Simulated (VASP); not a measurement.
Crystal: CaBi.

```
Ca Bi
1.0
     4.02738    0.00000    0.00000
    -2.01369    3.48781    0.00000
     0.00000    0.00000    5.60056
Ca Bi
1 1
Direct
  0.00000 0.00000 0.00000
  0.33333 0.66667 0.50000
```

The cell was built by a generator and needn't be a form met in nature.

- Program: VASP 6.6.1
- Task: relaxation of cell and atoms
- Functional: PBE
- Potentials or basis: VASP PAW PBE potentials, release 64 (Ca_sv, Bi_d)
- Cutoff: 600 eV
- k mesh: 6 × 6 × 4
- Occupations: gaussian, width 0.1 eV
- Spin: no spin polarisation

At the start: pressure -4.4 GPa; volume 39.33 Å³/atom.

How do energy, volume and symmetry change on relaxing?

Over 10 steps the energy falls by 207.0 meV/atom and the volume is 33.63 Å³/atom (-14.5 %); space group P-6m2 (No. 187, to 0.05 Å).

The path:
```tsv
step	energy change (eV)	largest force (eV/Å)	pressure (GPa)	volume (Å³)
1	0.0000	0.0000	-4.41	78.67
2	-0.3286	0.0000	-0.85	66.87
3	-0.3531	0.0000	0.77	63.99
4	-0.3536	0.0000	0.99	63.60
5	-0.3876	0.0000	0.96	64.40
6	-0.4072	0.0000	1.01	65.12
7	-0.3603	0.0000	1.32	66.31
8	-0.4081	0.0000	1.00	65.31
9	-0.4130	0.0000	-0.34	68.05
10	-0.4140	0.0000	-0.02	67.25
```

Final structure:
```xyz
2
Lattice="4.0742 0.0000 0.0000 -2.0371 3.5284 0.0000 0.0000 0.0000 4.6785" Properties=species:S:1:pos:R:3 pbc="T T T"
Ca    0.0000    0.0000    0.0000
Bi    0.0000    2.3522    2.3392
```
